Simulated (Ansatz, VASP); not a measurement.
## GaAs in two plane-wave programs

Wanted: the spread between two codes on one cell, functional and k mesh. The cell is taken from a series of runs on this material, whose earlier steps may have relaxed, scaled, displaced or heated it; both programs get it as it stands.

Program: Ansatz 0.2.0. Level of theory: plane waves, with VASP 6.6.1 beside it; G0W0 gap at PBE, DFT+U. Results are calculated unless marked as measured.

### Step 1. Set-up

Symmetry: F-43m, No. 216, cubic system. The conventional cell has a = 5.654 Å, b = 5.654 Å, c = 5.654 Å, α = 90.00°, β = 90.00°, γ = 90.00°. Nearest to Ga lie 4 As at 2.45 Å. Nearest to As lie 4 Ga at 2.45 Å. Farther neighbours are not listed.

### Step 2. Ansatz: G0W0 gap, PBE, DFT+U

Ansatz runs on its PAW soft_1 files.

Quasiparticle shifts depend on high empty states and on the cores, so they are the hardest test of two PAW sets.

The input, input.yaml:

```yaml
crystal:
  lattice:
    - [0.0, 2.82685, 2.82685]
    - [2.82685, 0.0, 2.82685]
    - [2.82685, 2.82685, 0.0]
  atoms:
    - { symbol: Ga, position: [0.0, 0.0, 0.0] }
    - { symbol: As, position: [0.25, 0.25, 0.25] }
kpoints:
  mp_grid: { grid: [6, 6, 6] }
hamiltonian:
  xc: pbe
  hubbard:
    projectors: ortho-atomic
    sites: [{ species: Ga, l: d, u_eff: 4.0 }]
  pseudopotentials: { kind: paw, azcp: { folder: soft_1 } }
scf:
  occupations: { method: fixed }
gw:
  n_empty_bands: 188
  ecut_chi: 150.0
  qp_bands: [v2, c2]
  qp_kpoints: band_edges
  screening: { model: contour_deformation }
```

Command:

```
$ ansatz run input.yaml --threads 3 --pin off --max-ram 92160MiB --backend cuda --events-out ev --progress --plain --runs-dir out --devices 1 --max-vram 13GiB
```

Numbers of over 12 decimals in the logs are rounded to 6 here.

What it wrote:

```text
GPUs: using 1 of 1 available (devices: 1).
Engine: ansatz 0.2.0, x86_64-unknown-linux-gnu
Pseudopotentials: kind: paw
Pseudopotential: Ga, paw, valence charge 13, recommended cutoff 420 eV (normal), soft_1/Ga.paw.azcp
Pseudopotential: As, paw, valence charge 15, recommended cutoff 420 eV (normal), soft_1/As.paw.azcp
Functional definition: PBE
  parameter kappa = 0.804
  parameter beta = 0.066725
  exchange = pbe_x(kappa = kappa, mu = beta*pi^2/3)
  correlation = pbe_c(beta = beta)
device memory: the entry about to start is reckoned to put 0.5 GiB on a device that reports 57.8 GiB free (of which the cap on the GPU budget leaves the run 13.0 GiB)
GPU FFT provider: cuFFT
GPU libraries: cuBLAS 13.8.2, cuFFT 12.4.0, cuSOLVER 12.3.4
Crystal: 2 atoms, lattice volume = 45.179 Å³
Basis set: ecut = 420 eV, 893 PW (Γ)
Bands: 18, of which v1, the nominal top of the filled ones, is band 14 counted from 1 (13 counted from 0)
Symmetry: 24 space group operations
Space group: F-43m (ITA 216), of the structure as read, at distance tolerance 3.6e-5 Å
k-points: 16 of 216 (time reversal used)
Non-local potential: Ga, projectors of the file, l = 0: 2, l = 1: 2, l = 2: 3, l = 3: 1
Non-local potential: As, projectors of the file, l = 0: 2, l = 1: 2, l = 2: 3, l = 3: 1
PAW form: soft (Blöchl's): semilocal exchange-correlation on the pseudo side does not see the compensation charge
PAW one-centre angular grid: Ga, 590 points (default); XC on 64 Gauss nodes
PAW one-centre angular grid: As, 590 points (default); XC on 64 Gauss nodes
Initial density: superposition of atomic densities (chi_scale 0.1, normalization cell, long waves kept (reshape's long-wave potential 0.00 eV rms))
Initial wavefunctions: pseudopotential atomic-orbital guess
GPU buffer pool allocated for 19683 grid points (all kernels)
GPU transforms: local potential and band sums: pruned to the plane-wave sphere, on 25×27×27
Functional: x = pbe(κ = 0.804, μ = 0.219515), c = pbe(β = 0.066725)
iter 1 solved again at ethr=1.79e-3 eV; its pass at ethr=3.10e-3 eV (dr2=5.01e-1 eV) is discarded
SCF iter   1: F=—  HF=-8639.897918 eV  |F-HF|=—  |Δ(HF+E_count)|=         —  Δρ=4.45e-2  dr2=5.00e-1  ethr=1.79e-3  ⟨swp⟩=1.0  Hψ=1655  notcnv=0  defer=2
preconditioner: auto → none  [insulator: Δε(μ)=0.533 eV  Ē_g=16.837 eV  n_scr=14 (ndim 8)  ℏωp=23.4 eV  f_vac=0.001  ε∞_Penn≈2.9]
SCF iter   2: F=—  HF=-8639.822952 eV  |F-HF|=—  |Δ(HF+E_count)|=   7.50e-2  Δρ=1.94e-2  dr2=9.23e-2  ethr=1.79e-3  ⟨swp⟩=2.0  Hψ=326  notcnv=0  defer=26
SCF iter   3: F=—  HF=-8639.814525 eV  |F-HF|=—  |Δ(HF+E_count)|=   8.43e-3  Δρ=4.31e-3  dr2=5.11e-3  ethr=3.30e-4  ⟨swp⟩=2.0  Hψ=470  notcnv=0  defer=26
SCF iter   4: F=—  HF=-8639.810372 eV  |F-HF|=—  |Δ(HF+E_count)|=   4.15e-3  Δρ=7.25e-4  dr2=1.18e-4  ethr=1.83e-5  ⟨swp⟩=2.7  Hψ=483  notcnv=0  defer=29
SCF iter   5: F=—  HF=-8639.810454 eV  |F-HF|=—  |Δ(HF+E_count)|=   8.15e-5  Δρ=1.93e-4  dr2=1.03e-5  ethr=4.23e-7  ⟨swp⟩=2.1  Hψ=527  notcnv=0  defer=27
SCF iter   6: F=—  HF=-8639.810461 eV  |F-HF|=—  |Δ(HF+E_count)|=   6.99e-6  Δρ=4.17e-5  dr2=6.82e-7  ethr=3.67e-8  ⟨swp⟩=2.0  Hψ=512  notcnv=0  defer=10
SCF iter   7: F=-8639.810461 eV  HF=-8639.810461 eV  |F-HF|=1.02e-8  |Δ(HF+E_count)|=   1.20e-7  Δρ=8.29e-6  dr2=2.00e-8  ethr=3.57e-10  ⟨swp⟩=5.6  Hψ=1250  notcnv=0
SCF 1 converged in 7 iterations: F = -8639.810461 eV  dr2 = 2.00e-8
  greatest PAW one-centre occupation: 0.999 electrons in one spin orbital (limit 2), on the As atom at site 1 (counted from 0), in its partial waves of l = 2
device memory: the entry about to start is reckoned to put 0.6 GiB on a device that reports 57.7 GiB free (of which the cap on the GPU budget leaves the run 13.0 GiB)
NSCF: frozen V_eff on 16 k-points, pencils in batches of 32, up to order 72
the band table was solved once the SCF had ended and its energy, with any forces and stress, was formed, with the checks that follow a solve (1094 applications of the Hamiltonian). They found nothing against the state; the energy, forces and stress were not computed again (output.eigenvalues in the input reference)
device memory: the entry about to start is reckoned to put 3.2 GiB on a device that reports 58.6 GiB free (of which the cap on the GPU budget leaves the run 13.0 GiB)
NSCF: frozen V_eff on 16 k-points
G₀W₀ screening: q 1/16
[... further progress lines ...]
device memory: the entry about to start is reckoned to put 0.3 GiB on a device that reports 53.4 GiB free (of which the cap on the GPU budget leaves the run 13.0 GiB)
NSCF: frozen V_eff on 1 k-points
device memory: the entry about to start is reckoned to put 0.3 GiB on a device that reports 53.4 GiB free (of which the cap on the GPU budget leaves the run 13.0 GiB)
NSCF: frozen V_eff on 1 k-points
SCF converged after 7 iterations
Free energy (F): -8639.810461 eV
Harris-Foulkes:  -8639.810461 eV  (|F-HF|=1.02e-8)
Internal energy: -8639.810461 eV  (E = F + TS)
E sigma→0 (E₀):  -8639.810461 eV
Fermi energy:    7.922762 eV
--- Per-component energies (eV) ---
  E_band       = -338.547961
  E_kinetic    = 210.026213
  E_local      = -3658.982790  (includes V_loc(G=0)·N_el)
  E_nonlocal   = -486.057552
  E_hartree    = 2133.153248
  E_xc         = -133.951590
  E_vxc        = -130.036200  (∫ρ·V_xc dr)
  E_hubbard    = 0.014539  (on-site DFT+U / exact-exchange correction)
  E_vhub       = -19.956372  (the Hubbard potential's part of the band-sum identity)
  E_paw        = -4005.284503  (= ΣΔE_a)
  E_vpaw       = -519.847587  (= ΣTr[D̂ρ^β])
  E_aug_tail   = -0.000239  (compensation charges beyond the density's cutoff)
  E_ewald      = -2698.727786
  E_smearing   = -0.000000  (= −TS)
  E_closure    = 0.000000  (closes the sum)
  Σ components = -8639.810461   (vs F -8639.810461, Δ=0.00e0)
--- Band table (eV; the first three rows and the last of 16) ---
  k-point 0: bands = [... 10 lower, -4.7919, 7.9228, 7.9228, 7.9228, 8.4542, 11.6701, 11.6701, 11.6701]
  k-point 1: bands = [... 10 lower, -4.4829, 5.2164, 7.5440, 7.5440, 9.5693, 12.2164, 12.2164, 12.6178]
  k-point 2: bands = [... 10 lower, -3.6766, 2.5547, 7.0003, 7.0003, 9.1528, 12.6348, 12.6348, 15.1841]
  k-point 15: bands = [... 10 lower, -2.2984, 1.2586, 4.5858, 4.7345, 11.2085, 11.3897, 15.0506, 15.3532]
Occupation matrices written to <dir>
--- G₀W₀: contour deformation, 8 samples at zero and on the imaginary axis and 2 off it, 216 q-points, 188 empty bands' worth ---
  eigenvalues of the whole cell's RPA ε∞ on this k-mesh (on a slab, of 1 + 4πα/V) = 47.2038, 47.2038, 47.2038; static W/v taken at q = 0 is 0.021185
  bands read: the sum over 202 bands ends inside a degenerate multiplet in 2 slots, whose members it reads at an even weight; the widest, k=0: bands 202 to 204 (counted from 1) at 1/3 each
  gw.qp_kpoints: band_edges: 8 of 16 stored k-points solved, in 1 pass; an edge of the gap read off the rows below is read off those points alone
    valence top: of the k-points left out ik 8 came nearest to being solved in a further pass, in band 14 (counted from 1, as in the quasiparticle table): it holds the edge there only if its correction is more favourable than any solved in that band by at least 0.525 eV; those differ by 0.100 eV
    conduction bottom: of the k-points left out ik 10 came nearest to being solved in a further pass, in band 15 (counted from 1, as in the quasiparticle table): it holds the edge there only if its correction is more favourable than any solved in that band by at least 0.945 eV; those differ by 0.389 eV
  `?` marks the rows in doubt; gw_qp.tsv's column doubts and the gw_qp event give each row's grounds
    ik  band        ε_KS         Σx   Σc(E_QP)       V_xc       Z   E_QP_lin       E_QP  E_QP is
     0    13      7.9228   -16.7448     1.0113   -15.2287  0.7497     7.3863     7.4180  root
     0    14      7.9228   -16.7448     1.0113   -15.2287  0.7497     7.3863     7.4180  root
     0    15      8.4542   -12.0301    -3.7920   -16.0388  0.7614     8.6732     8.6708  root
     0    16     11.6701    -7.8227    -4.3354   -12.1787  0.7460    11.6907    11.6907  root
     1    13      7.5440   -16.4240     1.1133   -14.7972  0.7475     6.9941     7.0306  root
     1    14      7.5440   -16.4240     1.1133   -14.7972  0.7475     6.9941     7.0306  root
     1    15      9.5693   -10.4117    -3.8642   -14.3832  0.7573     9.6771     9.6766  root
     1    16     12.2164    -7.9765    -4.5015   -12.5063  0.7396    12.2448    12.2448  root
     2    13      7.0003   -16.2399     1.3236   -14.3647  0.7432     6.4226     6.4487  root ?
     2    14      7.0003   -16.2399     1.3236   -14.3647  0.7432     6.4226     6.4487  root ?
     2    15      9.1528    -9.7688    -3.8136   -13.6557  0.7612     9.2263     9.2261  root
     2    16     12.6348    -7.5557    -4.6132   -12.1758  0.7363    12.6417    12.6417  root
     3    13      6.7863   -16.2101     1.4177   -14.2290  0.7414     6.1970     6.2229  root
     3    14      6.7863   -16.2101     1.4177   -14.2290  0.7414     6.1970     6.2229  root
     3    15      8.9361    -9.8186    -3.7543   -13.6351  0.7621     8.9984     8.9982  root
     3    16     12.5745    -7.2976    -4.5590   -11.8430  0.7380    12.5608    12.5608  root
     4    13      6.9140   -15.9693     1.2992   -14.1239  0.7425     6.3406     6.3679  root ?
     4    14      6.9140   -15.9693     1.2992   -14.1239  0.7425     6.3406     6.3679  root ?
     4    15     10.4482    -8.9547    -4.0394   -13.0350  0.7525    10.4892    10.4891  root
     4    16     11.0528    -9.5393    -4.1391   -13.7085  0.7513    11.0829    11.0829  root
     6    13      5.2953   -15.5438     1.8200   -13.1661  0.7229     4.7102     4.7375  root
     6    14      6.2902   -15.9271     1.5917   -13.7561  0.7362     5.6832     5.7109  root
     6    15     10.2611    -9.1619    -3.9954   -13.1787  0.7555    10.2825    10.2825  root
     6    16     12.4003    -7.6284    -4.5862   -12.2023  0.7377    12.3881    12.3880  root
     9    13      5.7052   -15.7057     1.8357   -13.2761  0.7282     5.0811     5.1113  root
     9    14      5.7052   -15.7057     1.8357   -13.2761  0.7282     5.0811     5.1113  root
     9    15      9.5087    -7.5849    -3.7481   -11.2322  0.7647     9.4085     9.4080  root
     9    16     10.5794    -7.6798    -4.1140   -11.7365  0.7568    10.5222    10.5220  root
    12    13      5.2552   -15.6427     2.0382   -12.9998  0.7215     4.6179     4.6505  root
    12    14      5.2552   -15.6427     2.0382   -12.9998  0.7215     4.6179     4.6505  root
    12    15      9.3975    -6.8400    -3.7536   -10.4218  0.7682     9.2269     9.2257  root
    12    16      9.5935    -8.1323    -3.7999   -11.8681  0.7622     9.5296     9.5294  root
```

(Continued in part 2 of 2.)

[Lines on the potential files, build, host, timing and source positions are cut from VASP's logs without a mark.]

[Logs are printed without paths, hosts, clocks, repeated set-up lines and the standing remarks that a program may print on its own settings, such as how far it seeks lower states.]

[Hosts, paths, dates, database ids (printed as entryN), source tags and the programs' standing remarks are cut or masked in the printed files.]
